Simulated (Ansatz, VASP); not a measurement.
**SO2 (SO2 molecule) in two plane-wave programs**

Wanted: the spread between two codes on one cell, functional and k mesh. The structure shown is the start of the Ansatz relaxation below; VASP solves that cell, so the two are compared at the walk's first step.

Calculated with Ansatz 0.2.0; plane waves, with VASP 6.6.1 beside it; single point at HSE06.

## Step 1: Set-up

The cell holds 3 atoms: 1 S and 2 O. Cell: a = 11.000 Å, b = 11.500 Å, c = 12.000 Å, α = 90.0°, β = 90.0°, γ = 90.0°. Vacuum lies along a, b and c.

## Step 2: Ansatz: relaxation, HSE06

Ansatz runs on its default PAW (the set named soft_2) files.

The two programs are compared at the cell with which this relaxation starts, whose forces are those of its first step.

The input, input.yaml:

```yaml
crystal:
  lattice:
    - [11.0, 0.0, 0.0]
    - [0.0, 11.5, 0.0]
    - [0.0, 0.0, 12.0]
  atoms:
    - { symbol: S, position: [0.5, 0.5, 0.5408076852] }
    - { symbol: O, position: [0.5, 0.6089836923, 0.4795966574] }
    - { symbol: O, position: [0.5, 0.3910163077, 0.4795966574] }
basis:
  ecutwfc: 420
  xc_grid: 2
hamiltonian:
  xc: hse06
kpoints:
  mp_grid: { grid: [1, 1, 1] }
scf:
  occupations: { method: fixed }
  max_iter: 150
output:
  forces: true
relax:
  f_tol: 0.01
  max_steps: 60
checkpoint:
  write: "../hse06.run"
  compress: false
  write_wavefunctions: false
  write_every: 100000
```

Launch:

```sh
$ ansatz run input.yaml --threads 4 --pin off --max-ram 5652MiB --backend cpu --events-out ev --progress --plain --runs-dir out
```

Numbers of over 12 decimals in the logs are rounded to 6 here.

The log of the run:

```text
exact exchange: scf.exx.singularity resolves to wigner_seitz, which cuts the screened interaction at the faces of the exchange supercell's Wigner-Seitz cell, so that each pair interacts once, at the shortest of its separations (the periodic images that this leaves out come, for a point-like exchange hole, to about 0.002 eV on a filled level). The cut falls within the interaction's reach, and what an exchange supercel [...]
Engine: ansatz 0.2.0, aarch64-unknown-linux-gnu
Pseudopotentials: kind: paw
Pseudopotential: S, paw, valence charge 6, recommended cutoff 420 eV (normal), S.paw.azcp
Pseudopotential: O, paw, valence charge 6, recommended cutoff 420 eV (normal), O.paw.azcp
Functional definition: HSE06
  parameter a = 0.25
  parameter omega = 0.11/bohr
  exchange = pbe_x - a*pbe_x_sr(omega) + a*exact_x_sr(omega)
  correlation = pbe_c
davidson cushion auto → on  (no smearing: the cushion is to keep the highest requested band from converging to the state above it; pin scf.eigensolver.cushion to override)
Crystal: 3 atoms, lattice volume = 1518.000 Å³
Basis set: ecut = 420 eV, 29699 PW (Γ), exchange–correlation on 150×160×162 points (8 copies of the dense FFT grid, shifted against one another)
Bands: 13, of which v1, the nominal top of the filled ones, is band 9 counted from 1 (8 counted from 0)
Symmetry: 4 space group operations
Space group: Pmm2 (ITA 25), of the structure as read, at distance tolerance 1.1e-4 Å
k-points: 1
Non-local potential: S, projectors of the file, l = 0: 2, l = 1: 2, l = 2: 2
Non-local potential: O, projectors of the file, l = 0: 2, l = 1: 2, l = 2: 1
PAW form: soft (Blöchl's): semilocal exchange-correlation on the pseudo side does not see the compensation charge
PAW frozen core: S, regenerated for the run's functional, and the local potential with it (the file was generated under x = pbe(κ = 0.804, μ = 0.219515), c = pbe(β = 0.066725))
PAW frozen core: O, regenerated for the run's functional, and the local potential with it (the file was generated under x = pbe(κ = 0.804, μ = 0.219515), c = pbe(β = 0.066725))
PAW one-centre angular grid: S, 110 points (default); XC on 64 Gauss nodes
PAW one-centre angular grid: O, 110 points (default); XC on 96 Gauss nodes
Initial density: superposition of atomic densities (neutral atoms: chi_scale 0, normalization atom), corrected by the library's trained network
Initial wavefunctions: pseudopotential atomic-orbital guess
Functional: x = pbe(κ = 0.804, μ = 0.219515), c = pbe(β = 0.066725), warm-up for x = pbe(κ = 0.804, μ = 0.219515) + 0.25 (exact − pbe) at short range (hse, ω = 0.207870 Å⁻¹), c = pbe(β = 0.066725); HSE06 as pw.x's `hse` composes it (authors' and Libxc's form: `xc: wpbeh`)
SCF iter   1: F=—  HF=-2034.929116 eV  |F-HF|=—  |Δ(HF+E_count)|=         —  Δρ=1.92e-3  dr2=7.74e-2  ethr=1.77e-3  ⟨swp⟩=16.0  Hψ=94  notcnv=0
preconditioner: auto → none  [insulator: Δε(μ)=3.597 eV  Ē_g=9.868 eV  n_scr=56 (ndim 8)  ℏωp=3.6 eV  f_vac=0.925]
SCF iter   2: F=—  HF=-2034.924834 eV  |F-HF|=—  |Δ(HF+E_count)|=   4.28e-3  Δρ=2.04e-3  dr2=5.73e-2  ethr=4.30e-4  ⟨swp⟩=5.0  Hψ=48  notcnv=0
iter 3 solved again at ethr=1.11e-5 eV; its pass at ethr=3.18e-4 eV (dr2=2.00e-3 eV) is discarded
SCF iter   3: F=—  HF=-2034.912725 eV  |F-HF|=—  |Δ(HF+E_count)|=   1.21e-2  Δρ=4.49e-4  dr2=1.93e-3  ethr=1.11e-5  ⟨swp⟩=5.0  Hψ=78  notcnv=0
SCF iter   4: F=—  HF=-2034.915853 eV  |F-HF|=—  |Δ(HF+E_count)|=   3.13e-3  Δρ=9.48e-5  dr2=1.15e-4  ethr=1.07e-5  ⟨swp⟩=4.0  Hψ=41  notcnv=0  defer=3
SCF iter   5: F=—  HF=-2034.916211 eV  |F-HF|=—  |Δ(HF+E_count)|=   3.58e-4  Δρ=3.03e-5  dr2=8.19e-6  ethr=6.41e-7  ⟨swp⟩=4.0  Hψ=42  notcnv=0  defer=3
SCF iter   6: F=—  HF=-2034.916282 eV  |F-HF|=—  |Δ(HF+E_count)|=   7.09e-5  Δρ=7.96e-6  dr2=1.21e-6  ethr=4.55e-8  ⟨swp⟩=5.0  Hψ=49  notcnv=0  defer=3
SCF iter   7: F=-2034.916284 eV  HF=-2034.916284 eV  |F-HF|=1.42e-7  |Δ(HF+E_count)|=   2.23e-6  Δρ=1.30e-6  dr2=1.99e-8  ethr=6.72e-9  ⟨swp⟩=4.0  Hψ=43  notcnv=0  defer=3
[...]
Frozen-core exchange: fock
SCF iter   1: F=—  HF=-2034.639374 eV  |F-HF|=—  |Δ(HF+E_count)|=         —  Δρ=5.52e-7  dr2=1.47e-9  ethr=7.51e-11  ⟨swp⟩=4.0  Hψ=34  notcnv=0
SCF iter   2: F=-2034.639374 eV  HF=-2034.639374 eV  |F-HF|=2.29e-10  |Δ(HF+E_count)|=  2.91e-10  Δρ=2.45e-7  dr2=3.57e-10  ethr=8.14e-12  ⟨swp⟩=6.0  Hψ=43  notcnv=0
SCF 10 converged in 2 iterations: F = -2034.639374 eV  dr2 = 3.57e-10
  Residual-converged pass: ⟨swp⟩=4.0  Hψ=36  notcnv=0  max |occ|·‖R‖ = 2.2e-7 eV (tolerance 2.3e-7 eV)  dr2=3.76e-10  dr2_onsite=4.69e-11  max |Δocc| = 0.0e0
hybrid outer 2: dexx = +8.016e-11 eV, tail = 8.07e-10 eV, Δε = 2.37e-5 eV (about 6.06e-5 eV left of the loop's levels), ΔF = 1.28e-4 eV/Å (tail 5.36e-4)
relax step   4: F+E_penalty+E_count = -2034.63937373 eV  Δ(F+E_penalty+E_count) = -7.354e-9 eV  max|allowed force component| = 4.899e-2 eV/Å  Δτ_max = 0.0000 Å  (4 SCF iters, accepted)
[...]
relax step   5: F+E_penalty+E_count = -2034.63942164 eV  Δ(F+E_penalty+E_count) = -4.791e-5 eV  max|allowed force component| = 3.409e-3 eV/Å  Δτ_max = 0.0012 Å  (11 SCF iters, dr2 threshold 1.50e-7 eV, accepted)
[...]
relax step   6: F+E_penalty+E_count = -2034.63942164 eV  Δ(F+E_penalty+E_count) = -3.251e-11 eV  max|allowed force component| = 3.428e-3 eV/Å  Δτ_max = 0.0000 Å  (4 SCF iters, accepted)
hybrid SCF converged: 2 outer / 4 inner (+0 warm-up), last move |dexx| = 4.55e-13 eV, tail = 4.52e-11 eV
Stability not checked: this state was not tested for a lower state beside it, because the functional holds exact exchange (a hybrid, or Hartree-Fock), whose exchange loop this test does not read (fock_operator; see scf.lower_state_search)
Free energy (F): -2034.639422 eV
Frozen-core exchange: fock
Harris-Foulkes:  -2034.639422 eV  (|F-HF|=5.00e-12)
Internal energy: -2034.639422 eV  (E = F + TS)
E sigma→0 (E₀):  -2034.639422 eV
Fermi energy:    -8.938218 eV
--- Per-component energies (eV) ---
  E_band       = -294.381416
  E_kinetic    = 459.854792
  E_local      = -3159.764536  (includes V_loc(G=0)·N_el)
  E_nonlocal   = 122.783830
  E_hartree    = 1332.031600
  E_xc         = -194.119353
  E_vxc        = -216.992326  (∫ρ·V_xc dr)
  E_exx        = -49.569048  (= α·E_x^exact, valence–valence)
  E_paw        = -915.140141  (= ΣΔE_a)
  E_vpaw       = -65.193010  (= ΣTr[D̂ρ^β])
  E_aug_tail   = 0.004748  (compensation charges beyond the density's cutoff)
  E_ewald      = 369.425355
  E_core_change = -0.146668  (= ΣΔE_core)
  E_smearing   = -0.000000  (= −TS)
  E_closure    = -0.000000  (closes the sum)
  Σ components = -2034.639422   (vs F -2034.639422, Δ=0.00e0)
--- Forces (eV/Å), atoms counted from 1 ---
  atom   1  S      0.00000000     0.00000000    -0.00259694
  atom   2  O      0.00000000    -0.00342781     0.00129845
  atom   3  O      0.00000000     0.00342781     0.00129845
  max |Σ_I F_I| component: 4.79e-8 eV/Å
--- Band table (eV) ---
  k-point 0: bands = [... 5 lower, -13.3941, -10.1982, -9.7929, -8.9382, -3.5473, -0.1786]
  guard bands above this table: 2 of the run's 13 bands. The solve was not asked for them (output.publish_guard_bands: true or output.eigenvalues: true publishes all)
--- Relaxed structure (6 steps of the walk, 6 accepted, 0 SCFs on fresh bases) ---
  F+E_penalty+E_count = -2034.63942164 eV   max|allowed force component| = 3.428e-3 eV/Å
  atoms:
    - { symbol: S, position: [0.5, 0.5, 0.540174] }
    - { symbol: O, position: [0.5, 0.607028, 0.479913] }
    - { symbol: O, position: [0.5, 0.392972, 0.479913] }
```

The column dr2 measures how far the density is from self-consistency, as an energy; F and HF (Harris–Foulkes) agree once it is small.

## Step 3: VASP: single point, HSE06, start cell

The same cell, functional and mesh now go to VASP, with its own data sets.

Lines of VASP's logs that name or quote its potential files are left out, and so is its time.

The run reads the wave functions of an earlier VASP run, which isn't shown here.

The input, INCAR:

```
SYSTEM = SO2
PREC = Accurate
ENCUT = 1000
EDIFF = 1E-06
NELM = 100
ISMEAR = 0
SIGMA = 0.01
LREAL = .FALSE.
ALGO = Normal
LHFCALC = .TRUE.
AEXX = 0.25
GGA = PE
HFSCREEN = 0.208
LASPH = .TRUE.
NBANDS = 15
PRECFOCK = Fast
LORBIT = 11
LWAVE = .FALSE.
LCHARG = .FALSE.
ISIF = 2
```

The input, POSCAR:

```
SO2
1.0
   11.0000000000      0.0000000000      0.0000000000
    0.0000000000     11.5000000000      0.0000000000
    0.0000000000      0.0000000000     12.0000000000
S O
1 2
Direct
    0.5000000000      0.5000000000      0.5408076667
    0.5000000000      0.6089836522      0.4795966667
    0.5000000000      0.3910163478      0.4795966667
```

The input, KPOINTS:

```
Automatic mesh
0
Gamma
1 1 1
0 0 0
```

Potentials, in the order of the species: S_h and O_h (PBE family, release 64).

Launch:

```sh
$ export OMP_NUM_THREADS=3
$ mpirun -np 1 vasp_gam
```

The log of the run:

```text
[banner, memory and clock lines left out]
running    1 mpi-ranks, on    1 nodes
 distrk:  each k-point on    1 cores,    1 groups
 distr:  one band on    1 cores,    1 groups
 Offloading initialized ...    1 GPUs detected
 POSCAR found type information on POSCAR S O
 POSCAR found :  2 types and       3 ions
 LDA part: xc-table for (Slater+PW92), standard interpolation
 found WAVECAR, reading the header
 POSCAR, INCAR and KPOINTS ok, starting setup
 FFT: planning ... GRIDC
 FFT: planning ... GRID_SOFT
 FFT: planning ... GRID
 reading WAVECAR
 the WAVECAR file was read successfully
 initial charge from wavefunction
 entering main loop
       N       E                     dE             d eps       ncg     rms          rms(c)
DAV:   1    -0.221505110707E+02   -0.22151E+02   -0.64419E-01    44   0.890E+00    0.130E+00
DAV:   2    -0.221519743822E+02   -0.14633E-02   -0.68393E-02    37   0.215E+00    0.951E-01
DAV:   3    -0.221481659389E+02    0.38084E-02   -0.98201E-03    37   0.812E-01    0.602E-01
DAV:   4    -0.221479513139E+02    0.21463E-03   -0.18116E-03    44   0.320E-01    0.356E-01
DAV:   5    -0.221476388379E+02    0.31248E-03   -0.45223E-04    37   0.196E-01    0.197E-01
DAV:   6    -0.221475896923E+02    0.49146E-04   -0.15008E-04    37   0.106E-01    0.114E-01
DAV:   7    -0.221475769453E+02    0.12747E-04   -0.86514E-06    30   0.319E-02    0.681E-02
DAV:   8    -0.221475939110E+02   -0.16966E-04   -0.11642E-05    38   0.239E-02    0.405E-02
DAV:   9    -0.221476251237E+02   -0.31213E-04   -0.26217E-06    30   0.140E-02    0.237E-02
DAV:  10    -0.221476593318E+02   -0.34208E-04   -0.11060E-06    22   0.873E-03    0.139E-02
DAV:  11    -0.221476932420E+02   -0.33910E-04   -0.10150E-06    29   0.591E-03    0.839E-03
DAV:  12    -0.221477257414E+02   -0.32499E-04   -0.60022E-07    22   0.427E-03    0.530E-03
DAV:  13    -0.221477561844E+02   -0.30443E-04   -0.51062E-07    29   0.373E-03    0.349E-03
DAV:  14    -0.221477842001E+02   -0.28016E-04   -0.40938E-07    22   0.328E-03    0.247E-03
[...]
DAV:  35    -0.221479982984E+02   -0.23289E-05   -0.12254E-08    29   0.489E-04    0.212E-04
DAV:  36    -0.221480003545E+02   -0.20561E-05   -0.10775E-08    29   0.449E-04    0.193E-04
DAV:  37    -0.221480021707E+02   -0.18162E-05   -0.88635E-09    29   0.414E-04    0.175E-04
DAV:  38    -0.221480037718E+02   -0.16011E-05   -0.77869E-09    29   0.378E-04    0.160E-04
DAV:  39    -0.221480051865E+02   -0.14147E-05   -0.64403E-09    29   0.351E-04    0.145E-04
DAV:  40    -0.221480064358E+02   -0.12493E-05   -0.56822E-09    29   0.323E-04    0.132E-04
DAV:  41    -0.221480075389E+02   -0.11031E-05   -0.47169E-09    29   0.302E-04    0.121E-04
DAV:  42    -0.221480085107E+02   -0.97182E-06   -0.41412E-09    29   0.275E-04
   1 F= -.22148009E+02 E0= -.22148009E+02  d E =-.102503E-12
```

Parts of OUTCAR (step 3):

```text
ion  position               nearest neighbor table
   1  0.500  0.500  0.541-   2 1.45   3 1.45
   2  0.500  0.609  0.480-   1 1.45
   3  0.500  0.391  0.480-   1 1.45

  LATTYP: Found a simple orthorhombic cell.
 ALAT       =    11.0000000000
 B/A-ratio  =     1.0454545455
 C/A-ratio  =     1.0909090909

 Subroutine GETGRP returns: Found  4 space group operations
 (whereof  4 operations were pure point group operations)

The static configuration has the point symmetry C_2v.

 Found      1 irreducible k-points:

   k-points           NKPTS =      1   k-points in BZ     NKDIM =      1   number of bands    NBANDS=     15

   dimension x,y,z NGX =   120 NGY =  120 NGZ =  126
   dimension x,y,z NGXF=   240 NGYF=  240 NGZF=  252

   ENCUT  = 1000.0 eV  73.50 Ry    8.57 a.u.  28.36 29.65 30.94*2*pi/ulx,y,z

   NELECT =      18.0000    total number of electrons

 k-points in reciprocal lattice and weights: Automatic mesh
   0.00000000  0.00000000  0.00000000       1.000

  exchange ACFDT corr.  =         0.00000000  see jH, gK, PRB 81, 115126

 average (electrostatic) potential at core
       1-144.9998       2-116.2081       3-116.2081

 E-fermi :  -8.9468

 k-point     1 :       0.0000    0.0000    0.0000
  band No.  band energies     occupation
    ...
      5     -13.2768      2.00000
      6     -13.2738      2.00000
      7     -10.0975      2.00000
      8      -9.7421      2.00000
      9      -8.9965      2.00000
     10      -3.8042      0.00000
     11      -0.2377      0.00000
     12       0.2412      0.00000
     13       0.6078      0.00000
     14       0.8691      0.00000
    ...

  Total        0.0162222     -3.8046497     -1.1927622      0.0000000      0.0000000      0.0000000
  in kB        0.0171218     -4.0156282     -1.2589042      0.0000000      0.0000000      0.0000000
  external PRESSURE =      -1.7524702 kB  Pullay stress =       0.0000000 kB

  energy-cutoff  :     1000.00
  volume of cell :     1518.00
      direct lattice vectors                 reciprocal lattice vectors
    11.000000000  0.000000000  0.000000000     0.090909091  0.000000000  0.000000000
     0.000000000 11.500000000  0.000000000     0.000000000  0.086956522  0.000000000
     0.000000000  0.000000000 12.000000000     0.000000000  0.000000000  0.083333333

 POSITION                                       TOTAL-FORCE (eV/Angst)
 -----------------------------------------------------------------------------------
      5.50000      5.75000      6.48969         0.000000      0.000000     -1.628192
      5.50000      7.00331      5.75516         0.000000     -1.501250      0.814096
      5.50000      4.49669      5.75516         0.000000      1.501250      0.814096
 -----------------------------------------------------------------------------------
    total drift:                               -0.000000     -0.000000      0.056043

  FREE ENERGIE OF THE ION-ELECTRON SYSTEM (eV)
  ---------------------------------------------------
  free  energy   TOTEN  =       -22.1480085107 eV

  energy  without entropy=      -22.1480085107  energy(sigma->0) =      -22.14800851

 total charge
# of ion       s       p       d       tot
------------------------------------------
    1        0.848   1.126   0.000   1.974
    2        1.080   2.302   0.000   3.382
    3        1.080   2.302   0.000   3.382
--------------------------------------------------
tot          3.008   5.730   0.000   8.738
```

The run ends at a pressure of -0.18 GPa, with forces up to 1.7 eV/Å.

## Step 4: Comparison

Known differences besides the potentials themselves: exact exchange at q = 0 is treated differently, which shows on coarse meshes; VASP keeps PBE cores, Ansatz makes them for the functional; fixed occupations in Ansatz, narrow Gaussian smearing in VASP; the cutoff is 420 eV in Ansatz and 1000 eV in VASP; VASP takes a coarser grid for exact exchange (PRECFOCK = Fast). Total energies have different zeros and are not compared.

Forces (eV/Å; atoms numbered as in POSCAR):

```tsv
atom	Ansatz x, y, z	VASP x, y, z
S1	0.000, 0.000, -1.510	0.000, 0.000, -1.628
O2	0.000, -1.421, 0.755	0.000, -1.501, 0.814
O3	0.000, 1.421, 0.755	0.000, 1.501, 0.814
```

The forces differ by 61 meV/Å r.m.s., which is 6.3 % of the r.m.s. force of 0.971 eV/Å (both taken over all components).

## Step 5: Summary of results

| Quantity | Value |
| --- | --- |
| r.m.s. force difference (single point, HSE06, start cell) | 6.3 % of the r.m.s. force |

The r.m.s. force difference is 6.3 % of the r.m.s. force (single point, HSE06, start cell), beyond the 3 % picked in this series as the mark of a large difference. What causes the difference of the single point, HSE06, start cell pair stays open here. 1 further run of this series is not shown here. Such differences can come from data sets, numerical settings and the points named under the comparisons, not from the functional's error against experiment.

[Lines on the potential files, build, host, timing and source positions are cut from VASP's logs without a mark.]

[Logs are printed without paths, hosts, clocks, repeated set-up lines and the standing remarks that a program may print on its own settings, such as how far it seeks lower states.]

[Hosts, paths, dates, database ids (printed as entryN), source tags and the programs' standing remarks are cut or masked in the printed files.]
